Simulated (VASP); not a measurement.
Data:

```xyz
4
Lattice="0.0000 1.9137 1.9137 1.9137 0.0000 1.9137 7.7022 7.7022 -0.0476" Properties=species:S:1:pos:R:3 pbc="T T T"
Rh     1.9760     1.9760     3.7650
Rh     1.9256     1.9256    -0.0119
Rh     3.7888     3.7888     0.0385
Ag     5.7767     5.7767    -0.0357
```

Calculation: PBEsol GGA, VASP's PBE PAW potentials (set 64) (plane waves; VASP). Settings: 400 eV cut-off, 15×15×4 Γ-centred mesh, tetrahedra with Blöchl corrections, potentials Rh_pv Ag.

The cores are frozen, which limits the accuracy of field gradients.

Q: Give the principal components of the electric field gradient (V/Å²) and the asymmetry η at each nucleus.

A: 
```json
[
 {"atom": "Rh1", "Vxx": "1.3", "Vyy": "1.2", "Vzz": "-2.5", "η": "0.00"},
 {"atom": "Rh2", "Vxx": "-3.3", "Vyy": "-3.3", "Vzz": "6.6", "η": "0.00"},
 {"atom": "Rh3", "Vxx": "1.3", "Vyy": "1.2", "Vzz": "-2.5", "η": "0.00"},
 {"atom": "Ag4", "Vxx": "-3.7", "Vyy": "-3.7", "Vzz": "7.5", "η": "0.00"}
]
```

The structure was generated: AgRh3 was put into an ordered model structure (R-3m), which need not be its known phase. It was relaxed first.
